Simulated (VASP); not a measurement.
```
CELL_PARAMETERS angstrom
      4.71779     0.00000     0.00000
      0.00000     4.71779     0.00000
      0.00000     0.00000     4.71779
ATOMIC_POSITIONS crystal
  Si 0.50000 0.50000 0.50000
  Si 0.00000 0.00000 0.00000
  Mo 0.25000 0.00000 0.50000
  Mo 0.50000 0.25000 0.00000
  Mo 0.50000 0.75000 0.00000
  Mo 0.75000 0.00000 0.50000
  Mo 0.00000 0.50000 0.75000
  Mo 0.00000 0.50000 0.25000
```

Calculation: PBEsol GGA, VASP's PBE PAW potentials (set 64) (plane waves; VASP). Settings: 500 eV cut-off, 7×7×7 Γ-centred mesh, first-order Methfessel-Paxton smearing of 0.10 eV, potentials Si Mo_sv.

Q: Estimate the energy per atom (σ→0), pressure, band gap (on the k-mesh) with the smallest direct gap where there is one.

A: 
```json
{
 "band gap (on the k-mesh)": "none (metal, semimetal or under 0.01 eV)",
 "energy per atom (σ→0)": "-1016.3 kJ/mol of atoms",
 "pressure": "29.97 GPa"
}
```

The absolute energy has meaning only against runs of the same code, potentials and settings.

The compound is Mo3Si in the A15 structure. It was relaxed first under an external pressure of 30 GPa.
